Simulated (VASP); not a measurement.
Given:

```
InAs
1.0
    4.30939     0.00000     0.00000
   -2.15469     3.73204     0.00000
    0.00000     0.00000     7.08400
In As
2 2
Direct
  0.66667   0.33333   0.50062
  0.33333   0.66667   0.00062
  0.66667   0.33333   0.87488
  0.33333   0.66667   0.37488
```

Computed with r2SCAN meta-GGA, VASP's PBE PAW potentials (set 64) (plane waves; VASP). Run with 400 eV cut-off, 7×7×4 Γ-centred mesh, tetrahedra with Blöchl corrections, potentials In_d As.

Unless said otherwise, spin-orbit coupling is left out, though it shifts the bands of the heavy elements here.

Give the energies of bands 13 to 21 at the high-symmetry points, in eV from the valence-band maximum.

```json
[
 {"band": "13", "Γ": "-5.79", "M": "-5.87", "K": "-5.41", "A": "-3.73", "L": "-5.78", "H": "-5.75"},
 {"band": "14", "Γ": "-1.04", "M": "-5.06", "K": "-5.41", "A": "-3.73", "L": "-5.78", "H": "-5.75"},
 {"band": "15", "Γ": "-1.04", "M": "-3.45", "K": "-3.81", "A": "-0.57", "L": "-1.85", "H": "-3.19"},
 {"band": "16", "Γ": "-0.13", "M": "-2.33", "K": "-2.53", "A": "-0.57", "L": "-1.85", "H": "-3.19"},
 {"band": "17", "Γ": "0.00", "M": "-1.93", "K": "-2.53", "A": "-0.57", "L": "-1.76", "H": "-1.48"},
 {"band": "18", "Γ": "0.00", "M": "-1.02", "K": "-2.30", "A": "-0.57", "L": "-1.76", "H": "-1.48"},
 {"band": "19", "Γ": "0.13", "M": "1.90", "K": "2.78", "A": "1.58", "L": "1.68", "H": "2.46"},
 {"band": "20", "Γ": "1.03", "M": "2.40", "K": "4.40", "A": "1.58", "L": "1.68", "H": "2.46"},
 {"band": "21", "Γ": "4.09", "M": "3.87", "K": "4.40", "A": "4.74", "L": "3.47", "H": "4.87"}
]
```

The gap is direct, 0.13 eV, from the valence maximum at Γ to the conduction minimum at Γ.

The structure comes from a computed database's InAs entry (P6_3mc); how it stands against other phases isn't given here. It was relaxed first.
